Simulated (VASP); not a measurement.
**Si: G0W0 quasiparticle levels with PBE**

Si:

```xyz
2
Lattice="0.0000 2.7343 2.7343 2.7343 0.0000 2.7343 2.7343 2.7343 0.0000" Properties=species:S:1:pos:R:3 pbc="T T T"
Si    0.0000    0.0000    0.0000
Si    1.3672    1.3672    1.3672
```

The cell was built by a generator and needn't be a form met in nature.

```json
{
 "Program": "VASP 6.6.1",
 "Task": "G0W0 quasiparticle levels",
 "Functional": "PBE",
 "Potentials or basis": "VASP PAW PBE potentials, release 64 (Si_GW)",
 "Cutoff": "400 eV",
 "k mesh": "6 × 6 × 6",
 "Occupations": "gaussian, width 0.01 eV",
 "Spin": "no spin polarisation",
 "GW scheme": "G0W0",
 "Cutoff of the response function": "150",
 "Empty bands": "167",
 "Frequency points": "60",
 "GW iterations": "1",
 "Further INCAR settings": "ALGO = EVGW0; EDIFF = 1e-08; NBANDS = 171"
}
```

| Property | Result |
| --- | --- |
| Band gap on the k mesh, mean-field level | 0.75 eV, indirect (least direct gap 2.55 eV) |
| Quasiparticle gap | 1.25 eV |
| Least direct quasiparticle gap | 3.19 eV |

Levels at points of the mesh, in eV from the valence-band top:
```
           k point  band 1  band 2  band 3  band 4  band 5  band 6  band 7  band 8
(0.00, 0.00, 0.00)  -11.82    0.00    0.00    0.00    2.55    2.55    2.55    3.12
(0.50, 0.00, 0.00)   -9.54   -6.88   -1.18   -1.18    1.46    3.35    3.35    7.70
(0.50, 0.50, 0.00)   -7.75   -7.75   -2.80   -2.80    0.75    0.75    9.93    9.93
```

Run time: 84 s on 4 MPI ranks on Intel(R) Xeon(R) 6975P-C (Granite Rapids), with other jobs on the host, peak memory 0.72 GiB a rank.

Caveat: bands, screening cutoff and mesh are small and nothing is extrapolated, so the quasiparticle values aren't converged. A k mesh can miss the band edges.
